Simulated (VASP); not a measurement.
Given:

```xyz
2
Lattice="0.0000 2.3787 2.3787 2.3787 0.0000 2.3787 2.3787 2.3787 0.0000" Properties=species:S:1:pos:R:3 pbc="T T T"
B      0.0000     0.0000     0.0000
As     1.1893     1.1893     1.1893
```

The numbers are results of rev-vdW-DF2, VASP's PBE PAW potentials (set 64) (plane waves; VASP), not measurements. Numerical set-up: 520 eV cut-off, 9×9×9 Γ-centred mesh, Gaussian smearing of 0.050 eV, potentials B As.

Problem. Give the stress tensor in GPa (positive for a compressed cell).

Solution. 
```
4.36  0.00  0.00
0.00  4.36  0.00
0.00  0.00  4.36
```
The pressure is its mean diagonal, 4.36 GPa.

The compound is BAs in the zinc blende structure. This cell is one point of a volume scan, at 0.97 of the reference volume.
